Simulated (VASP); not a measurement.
Method: PBEsol GGA, VASP's PBE PAW potentials (set 64) (plane waves; VASP).

Input for VASP

**INCAR**
```
! general
SYSTEM  = Ti
PREC    = Accurate
ENCUT   = 480   ! plane-wave cut-off (eV)
LREAL   = .FALSE.   ! projection in real space or not
LASPH   = .TRUE.

! electronic loop
EDIFF   = 1E-7
NELM    = 100   ! most electronic steps
ALGO    = Normal   ! blocked Davidson
LMAXMIX = 4   ! l cut-off of mixed one-centre charges

! smearing
ISMEAR  = 1   ! Methfessel-Paxton
SIGMA   = 0.1

! functional
GGA     = PS   ! PBEsol

! ions
ISIF    = 2

! output
LWAVE   = .FALSE.
LCHARG  = .FALSE.
```

File POSCAR:
```
Ti
9.1700040
  0.1575649517  -0.2729105079   0.0000000000
  0.1575649517   0.2729105079   0.0000000000
  0.0000000000   0.0000000000   0.4999999924
Ti
2
Cartesian
  0.1575649517   0.0909703512   0.1249999981
  0.1466598311  -0.0909703512   0.3749999943
```

File KPOINTS:
```
Automatic mesh
0
Gamma
14 14 8
0 0 0
```

POTCAR, in this order: Ti_sv (PBE.64 set). Program: vasp_std.

The run wrote:

**OSZICAR**
```
       N       E                     dE             d eps       ncg     rms          rms(c)
DAV:   1     0.238758977359E+03    0.23876E+03   -0.13076E+04 16008   0.180E+03
DAV:   2     0.910699312171E+01   -0.22965E+03   -0.22830E+03 16456   0.481E+02
DAV:   3    -0.177606985314E+02   -0.26868E+02   -0.26687E+02 31400   0.134E+02
DAV:   4    -0.188148810801E+02   -0.10542E+01   -0.10541E+01 16496   0.280E+01
DAV:   5    -0.188718438724E+02   -0.56963E-01   -0.56962E-01 26528   0.451E+00    0.130E+01
DAV:   6    -0.166750741764E+02    0.21968E+01   -0.79251E+00 18984   0.334E+01    0.328E+00
DAV:   7    -0.166500735321E+02    0.25001E-01   -0.91575E-01 24144   0.816E+00    0.209E+00
DAV:   8    -0.166796157457E+02   -0.29542E-01   -0.24054E-01 18928   0.663E+00    0.755E-01
DAV:   9    -0.166698446905E+02    0.97711E-02   -0.57073E-02 19336   0.281E+00    0.733E-02
DAV:  10    -0.166701713175E+02   -0.32663E-03   -0.27435E-03 25256   0.417E-01    0.968E-02
DAV:  11    -0.166702222493E+02   -0.50932E-04   -0.22919E-04 18496   0.142E-01    0.302E-02
DAV:  12    -0.166702140654E+02    0.81839E-05   -0.40167E-05 21664   0.566E-02    0.754E-03
DAV:  13    -0.166702144762E+02   -0.41078E-06   -0.11980E-06 20240   0.110E-02    0.177E-03
DAV:  14    -0.166702147894E+02   -0.31319E-06   -0.26934E-07 16680   0.406E-03    0.639E-04
DAV:  15    -0.166702148260E+02   -0.36600E-07   -0.38644E-08 10176   0.186E-03
   1 F= -.16670215E+02 E0= -.16670617E+02  d E =0.120633E-02
```

OUTCAR:
```
------------------------ aborting loop because EDIFF is reached ----------------------------------------
  FORCE on cell =-STRESS in cart. coord.  units (eV):
  Direction    XX          YY          ZZ          XY          YZ          ZX
  --------------------------------------------------------------------------------------
  Total        0.1429807      0.1068804      0.0993249      0.2309250      0.0000000      0.0000000
  in kB        6.9087517      5.1644018      4.7993261     11.1581727      0.0000000      0.0000000
  external PRESSURE =       5.6241599 kB  Pullay stress =       0.0000000 kB
  volume of cell :       33.16
      direct lattice vectors                 reciprocal lattice vectors
     1.444871238 -2.502590449  0.000000000     0.346051598 -0.199792979  0.000000000
     1.444871238  2.502590449  0.000000000     0.346051598  0.199792979  0.000000000
     0.000000000  0.000000000  4.585001930     0.000000000  0.000000000  0.218102416
 POSITION                                       TOTAL-FORCE (eV/Angst)
 -----------------------------------------------------------------------------------
      1.44487      0.83420      1.14625        -0.154670     -0.002153     -0.000000
      1.34487     -0.83420      3.43875         0.154670      0.002153      0.000000
 -----------------------------------------------------------------------------------
    total drift:                                0.000016      0.000001      0.000000
  FREE ENERGIE OF THE ION-ELECTRON SYSTEM (eV)
  ---------------------------------------------------
  free  energy   TOTEN  =       -16.6702148260 eV

  energy  without entropy=      -16.6714211558  energy(sigma->0) =      -16.67061694
```
(Selected blocks of OUTCAR.)

The compound is Ti in the hcp structure. This cell was strained or had an atom moved on purpose.
